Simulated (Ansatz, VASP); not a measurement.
YHf7O16 (a cell with a defect): VASP beside Ansatz

```
Y Hf O
1.0
     0.00000    5.11500    5.11500
     5.11500    0.00000    5.11500
     5.11500    5.11500    0.00000
Y Hf O
1 7 16
Direct
  0.00000 0.00000 0.00000
  0.00000 0.00000 0.50000
  0.00000 0.50000 0.00000
  0.00000 0.50000 0.50000
  0.50000 0.00000 0.00000
  0.50000 0.00000 0.50000
  0.50000 0.50000 0.00000
  0.50000 0.50000 0.50000
  0.12500 0.12500 0.12500
  0.12500 0.12500 0.62500
  0.12500 0.62500 0.12500
  0.12500 0.62500 0.62500
  0.62500 0.12500 0.12500
  0.62500 0.12500 0.62500
  0.62500 0.62500 0.12500
  0.62500 0.62500 0.62500
  0.37500 0.37500 0.37500
  0.37500 0.37500 0.87500
  0.37500 0.87500 0.37500
  0.37500 0.87500 0.87500
  0.87500 0.37500 0.37500
  0.87500 0.37500 0.87500
  0.87500 0.87500 0.37500
  0.87500 0.87500 0.87500
```

Alike in both runs: task electric field gradients; functional PBE; k mesh 3 × 3 × 3; occupations fermi-dirac, width 0.01 eV; collinear spin.

```csv
,VASP,Ansatz
version,VASP 6.6.1,Ansatz 0.2.0
potentials or method,"VASP PAW PBE potentials, release 64 (Y_sv, Hf_pv, O)","plane-wave PAW, scalar-relativistic"
plane-wave cutoff (eV),520,420
valence electrons in the cell,177,289
```

```csv
,VASP,Ansatz,Ansatz less VASP
pressure (GPa),-0.5,2.5,+3.01
rms of the force components (eV/Å),0.668,0.634,-0.0337
net moment per atom (μB),0.00,0.00,0.000
Vzz of the field gradient on the site that differs most (V/Å²),20.2,27.9,+7.65
```

Atom by atom the forces differ by 0.034 eV/Å (rms over components). The two sets of potentials don't hold the same shells in valence. Ansatz warned: «gradients_without_spin_orbit».

The runs have no spin-orbit coupling, so splittings on Hf are missing.
